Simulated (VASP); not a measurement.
Method: PBE GGA, VASP's PBE PAW potentials (set 64) (plane waves; VASP).

The input files of a VASP run:

KPOINTS:
```
Automatic mesh
0
Gamma
7 7 7
0 0 0
```

File POSCAR:
```
KI
1
    0.0000000000     3.5930912037     3.5930912037
    3.5930912037     0.0000000000     3.5930912037
    3.5930912037     3.5930912037     0.0000000000
K I
1 1
Direct
  0.0000000000   0.0000000000   0.0000000000
  0.5000000000   0.5000000000   0.5000000000
```

### INCAR
```
# general
SYSTEM =KI
PREC   =Accurate
ENCUT  =400
LREAL  =.FALSE.   # projection in real space or not
LASPH  =.TRUE.   # aspherical one-centre terms

# electronic loop
EDIFF  =1E-7   # SCF stop (eV)
NELM   =100
ALGO   =Normal   # blocked Davidson
LMAXMIX=4

# smearing
ISMEAR =-5   # tetrahedra, Bloechl

# functional
GGA    =PE   # PBE

# ions
ISIF   =2   # forces and stress, cell fixed

# output
LWAVE  =.FALSE.
LCHARG =.TRUE.
LORBIT =11
NEDOS  =601
```

POTCAR, in this order: K_sv I (PBE.64 set). Program: vasp_std.

What VASP printed:

**OSZICAR**
```
       N       E                     dE             d eps       ncg     rms          rms(c)
DAV:   1     0.798976178779E+02    0.79898E+02   -0.57263E+03   480   0.924E+02
DAV:   2    -0.486468099782E+00   -0.80384E+02   -0.75795E+02   612   0.218E+02
DAV:   3    -0.542896731384E+01   -0.49425E+01   -0.49221E+01   628   0.511E+01
DAV:   4    -0.565421851263E+01   -0.22525E+00   -0.22509E+00   852   0.101E+01
DAV:   5    -0.565540914544E+01   -0.11906E-02   -0.11906E-02   620   0.725E-01    0.280E+00
DAV:   6    -0.556420365448E+01    0.91205E-01   -0.13148E-01   600   0.219E+00    0.204E+00
DAV:   7    -0.555811410317E+01    0.60896E-02   -0.13673E-01   604   0.202E+00    0.802E-01
DAV:   8    -0.556425676151E+01   -0.61427E-02   -0.14649E-02   604   0.859E-01    0.105E-01
DAV:   9    -0.556482351531E+01   -0.56675E-03   -0.12410E-03   616   0.221E-01    0.730E-02
DAV:  10    -0.556500440100E+01   -0.18089E-03   -0.19039E-04   616   0.920E-02    0.184E-02
DAV:  11    -0.556502652003E+01   -0.22119E-04   -0.39962E-05   572   0.397E-02    0.128E-02
DAV:  12    -0.556502791180E+01   -0.13918E-05   -0.46254E-06   616   0.174E-02    0.101E-02
DAV:  13    -0.556502824471E+01   -0.33292E-06   -0.77381E-07   600   0.579E-03    0.299E-03
DAV:  14    -0.556502824847E+01   -0.37562E-08   -0.11366E-07   456   0.203E-03
   1 F= -.55650282E+01 E0= -.55650282E+01  d E =0.000000E+00
```

File OUTCAR:
```
------------------------ aborting loop because EDIFF is reached ----------------------------------------
  FORCE on cell =-STRESS in cart. coord.  units (eV):
  Direction    XX          YY          ZZ          XY          YZ          ZX
  --------------------------------------------------------------------------------------
  Total        0.0011516      0.0011516      0.0011516      0.0000000     -0.0000000      0.0000000
  in kB        0.0198875      0.0198875      0.0198875      0.0000000     -0.0000000      0.0000000
  external PRESSURE =       0.0198875 kB  Pullay stress =       0.0000000 kB
  volume of cell :       92.78
      direct lattice vectors                 reciprocal lattice vectors
     0.000000000  3.593091204  3.593091204    -0.139155944  0.139155944  0.139155944
     3.593091204  0.000000000  3.593091204     0.139155944 -0.139155944  0.139155944
     3.593091204  3.593091204  0.000000000     0.139155944  0.139155944 -0.139155944
  FREE ENERGIE OF THE ION-ELECTRON SYSTEM (eV)
  ---------------------------------------------------
  free  energy   TOTEN  =        -5.5650282485 eV

  energy  without entropy=       -5.5650282485  energy(sigma->0) =       -5.56502825

 total charge

# of ion       s       p       d       tot
------------------------------------------
    1        1.956   5.573   0.020   7.549
    2        1.492   2.849   0.001   4.341
--------------------------------------------------
tot          3.448   8.422   0.021  11.890
```
(Selected blocks of OUTCAR.)

The compound is KI in the rock salt structure. It was relaxed first, which changed the volume by +5 %.
